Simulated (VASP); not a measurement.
A convergence study with VASP on HfN (rock salt): one setting is varied, all else stays as given below, so the limit is that of these other settings. Each run relaxes cell and ions from the cell shown.

```xyz
2
Lattice="0.0000 2.2600 2.2600 2.2600 0.0000 2.2600 2.2600 2.2600 0.0000" Properties=species:S:1:pos:R:3 pbc="T T T"
Hf     0.0000     0.0000     0.0000
N      2.2600     2.2600     2.2600
```

All values below come from LDA (Ceperley-Alder, Perdew-Zunger), VASP's LDA PAW potentials (set 64) (plane waves; VASP 6.6.1). The tightest run used: 700 eV cut-off, 19×19×19 Γ-centred mesh, first-order Methfessel-Paxton smearing of 0.10 eV, potentials Hf_pv N.

Task: The settings run are 2×2×2 mesh; 3×3×3 mesh; 4×4×4 mesh; 5×5×5 mesh; 6×6×6 mesh; 7×7×7 mesh; 8×8×8 mesh; 9×9×9 mesh; 10×10×10 mesh; 11×11×11 mesh; 13×13×13 mesh; 14×14×14 mesh; 15×15×15 mesh; 16×16×16 mesh; 17×17×17 mesh; 18×18×18 mesh; 19×19×19 mesh. From which on does the relaxed volume stay within 0.02 Å³/atom of the tightest run?

Result: From 4×4×4 mesh on: it is off by 0.012 there and by no more than 0.02 in any finer run, while 3×3×3 mesh is off by 0.089.
```json
[
 {"setting": "2×2×2 mesh", "relaxed volume (Å³/atom)": "11.139", "E (eV/atom)": "-11.8705", "irreducible k-points": "3", "difference judged (Å³/atom)": "0.037"},
 {"setting": "3×3×3 mesh", "relaxed volume (Å³/atom)": "11.190", "E (eV/atom)": "-11.8195", "irreducible k-points": "4", "difference judged (Å³/atom)": "0.089"},
 {"setting": "4×4×4 mesh", "relaxed volume (Å³/atom)": "11.114", "E (eV/atom)": "-11.9313", "irreducible k-points": "8", "difference judged (Å³/atom)": "0.012"},
 {"setting": "5×5×5 mesh", "relaxed volume (Å³/atom)": "11.098", "E (eV/atom)": "-11.9430", "irreducible k-points": "10", "difference judged (Å³/atom)": "0.003"},
 {"setting": "6×6×6 mesh", "relaxed volume (Å³/atom)": "11.097", "E (eV/atom)": "-11.9559", "irreducible k-points": "16", "difference judged (Å³/atom)": "0.004"},
 {"setting": "7×7×7 mesh", "relaxed volume (Å³/atom)": "11.111", "E (eV/atom)": "-11.9265", "irreducible k-points": "20", "difference judged (Å³/atom)": "0.009"},
 {"setting": "8×8×8 mesh", "relaxed volume (Å³/atom)": "11.113", "E (eV/atom)": "-11.9277", "irreducible k-points": "29", "difference judged (Å³/atom)": "0.011"},
 {"setting": "9×9×9 mesh", "relaxed volume (Å³/atom)": "11.103", "E (eV/atom)": "-11.9395", "irreducible k-points": "35", "difference judged (Å³/atom)": "0.001"},
 {"setting": "10×10×10 mesh", "relaxed volume (Å³/atom)": "11.104", "E (eV/atom)": "-11.9333", "irreducible k-points": "47", "difference judged (Å³/atom)": "0.002"},
 {"setting": "11×11×11 mesh", "relaxed volume (Å³/atom)": "11.105", "E (eV/atom)": "-11.9335", "irreducible k-points": "56", "difference judged (Å³/atom)": "0.004"},
 {"setting": "13×13×13 mesh", "relaxed volume (Å³/atom)": "11.103", "E (eV/atom)": "-11.9365", "irreducible k-points": "84", "difference judged (Å³/atom)": "0.001"},
 {"setting": "14×14×14 mesh", "relaxed volume (Å³/atom)": "11.104", "E (eV/atom)": "-11.9348", "irreducible k-points": "104", "difference judged (Å³/atom)": "0.002"},
 {"setting": "15×15×15 mesh", "relaxed volume (Å³/atom)": "11.102", "E (eV/atom)": "-11.9371", "irreducible k-points": "120", "difference judged (Å³/atom)": "0.001"},
 {"setting": "16×16×16 mesh", "relaxed volume (Å³/atom)": "11.103", "E (eV/atom)": "-11.9374", "irreducible k-points": "145", "difference judged (Å³/atom)": "0.001"},
 {"setting": "17×17×17 mesh", "relaxed volume (Å³/atom)": "11.103", "E (eV/atom)": "-11.9360", "irreducible k-points": "165", "difference judged (Å³/atom)": "0.001"},
 {"setting": "18×18×18 mesh", "relaxed volume (Å³/atom)": "11.103", "E (eV/atom)": "-11.9365", "irreducible k-points": "195", "difference judged (Å³/atom)": "0.001"},
 {"setting": "19×19×19 mesh", "relaxed volume (Å³/atom)": "11.102", "E (eV/atom)": "-11.9380", "irreducible k-points": "220", "difference judged (Å³/atom)": "0.000"}
]
```

Left out are rungs that failed or repeat a setting and relaxations that didn't move; long series are thinned to 24 rows.

The compound is HfN in the rock salt structure. The electron count is odd and the run is not spin-polarised, which forces a metal.
